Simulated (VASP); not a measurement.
Consider the following.

```
CELL_PARAMETERS angstrom
     -1.91204     1.91204     4.91279
      1.91204    -1.91204     4.91279
      1.91204     1.91204    -4.91279
ATOMIC_POSITIONS crystal
  Ti 0.75000 0.25000 0.50000
  Ti 0.00000 0.00000 0.00000
  O  0.54438 0.04438 0.50000
  O  0.79438 0.79438 0.00000
  O  0.20562 0.20562 0.00000
  O  0.95562 0.45562 0.50000
```

All values below come from RPBE GGA, VASP's PBE PAW potentials (set 64) (plane waves; VASP). Numerical set-up: 520 eV cut-off, 9×9×9 Γ-centred mesh, tetrahedra with Blöchl corrections, potentials Ti_sv O.

### Question
Predict the energy per atom (σ→0).

### Answer

```json
{
  "energy per atom (σ→0)": "-828.0 kJ/mol of atoms"
}
```

The absolute energy has meaning only against runs of the same code, potentials and settings.

The compound is TiO2 in the anatase structure, one of several forms; rutile is the usual stable one. It was relaxed first, which changed the volume by +5 %.
